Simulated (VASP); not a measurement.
Crystal: EuMo.

```
Eu Mo
1.0
     3.53145    0.00000    0.00000
     0.00000    3.53145    0.00000
     0.00000    0.00000    3.53145
Eu Mo
1 1
Direct
  0.50000 0.50000 0.50000
  0.00000 0.00000 0.00000
```

The cell was built by a generator and needn't be a form met in nature.

Base run:

| Quantity | Value |
| --- | --- |
| Program | VASP 6.6.1 |
| Functional | r2SCAN |
| Potentials or basis | VASP PAW PBE potentials, release 64 (Eu, Mo_sv) |
| Cutoff | 520 eV |
| k mesh | 6 × 6 × 6 |
| Occupations | fermi-dirac, width 0.05 eV |
| Spin | collinear spin, antiferromagnetic start |
| Starting moments | [8.5, -2.5] μB |

Its results: band gap on the k mesh none (metal or under the smearing width); pressure 6.0 GPa.

Problem. After a change of settings the same cell gave: band gap on the k mesh none (metal or under the smearing width); pressure -8.1 GPa. Which change was it?
A. spin from collinear spin, antiferromagnetic start to no spin polarisation; further incar settings from ALGO = Normal; EDIFF = 1e-06; NBANDS = 26 to ALGO = Normal; EDIFF = 1e-06; NBANDS = 22
B. moments at the start from [8.5, -2.5] to [7.0, -1.0]
C. spin from collinear spin, antiferromagnetic start to collinear spin, random start; moments at the start from [8.5, -2.5] to [3.35, -0.07]
D. spin from collinear spin, antiferromagnetic start to collinear spin, ferrimagnetic start; moments at the start from [8.5, -2.5] to [7.0, -0.5]

Solution. A.

Caveats: the PAW data sets were made with another functional, which shifts forces and pressure a little; without U or exact exchange the open f shell lies at the Fermi level, which spoils levels, moments and volumes; spin-orbit coupling is left out, which moves the levels of the heavy elements (some runs).
